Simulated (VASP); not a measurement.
An input for Quantum ESPRESSO's pw.x (written as the equivalent of a VASP run, and not itself run):

```
&CONTROL
  calculation = 'scf'
  pseudo_dir = './pseudo'
  outdir = './out'
  tprnfor = .true.
  tstress = .true.
/
&SYSTEM
  ibrav = 0
  nat = 3
  ntyp = 2
  ecutwfc = 80
  occupations = 'smearing'
  smearing = 'gaussian'
  degauss = 0.003675
  input_dft = 'pbe'
/
&ELECTRONS
  conv_thr = 7.3e-08
  electron_maxstep = 100
/
ATOMIC_SPECIES
  Si 28.085 Si.upf
  Mo 95.950 Mo.upf
CELL_PARAMETERS angstrom
    -1.6021300    1.6021300    3.9080950
     1.6021300   -1.6021300    3.9080950
     1.6021300    1.6021300   -3.9080950
ATOMIC_POSITIONS crystal
  Si   0.6495860  0.6644330 -0.0011110
  Si   0.3526340  0.3460830  0.0191200
  Mo  -0.0022210 -0.0105160 -0.0180100
K_POINTS automatic
  7 7 9 0 0 0
```

Write the VASP files for the same calculation (PBE).

One answer among several that fit: 
**INCAR**
```
# general
SYSTEM   =  Si2Mo
PREC     =  Accurate
ENCUT    =  300
LREAL    =  .False.
LASPH    =  .True.

# electronic loop
EDIFF    =  1E-6
NELM     =  100
ALGO     =  Normal
LMAXMIX  =  4

# smearing
ISMEAR   =  0
SIGMA    =  0.05

# functional
GGA      =  PE

# ions
ISIF     =  2

# output
LWAVE    =  .False.
LCHARG   =  .False.
```

File KPOINTS:
```
Automatic mesh
0
G
 7 7 9
```

POSCAR:
```
Si2Mo
1
   -1.6021300000     1.6021300000     3.9080950000
    1.6021300000    -1.6021300000     3.9080950000
    1.6021300000     1.6021300000    -3.9080950000
Si Mo
2 1
Direct
  0.6495860000   0.6644330000  -0.0011110000
  0.3526340000   0.3460830000   0.0191200000
 -0.0022210000  -0.0105160000  -0.0180100000
```

POTCAR, in this order: Si Mo_sv (PBE.64 set). Program: vasp_std.

The two are equivalent in intent, not identical: the potentials are each code's own (VASP's PAW set, PseudoDojo norm-conserving files in pw.x), so ENCUT and ecutwfc are chosen apart and not converted; conv_thr bounds pw.x's estimated SCF error, while EDIFF bounds the energy change between steps.

The structure comes from a computed database's Si2Mo entry; how it stands against other phases isn't given here. The cell was not relaxed at this level, atoms are displaced from their ideal sites.
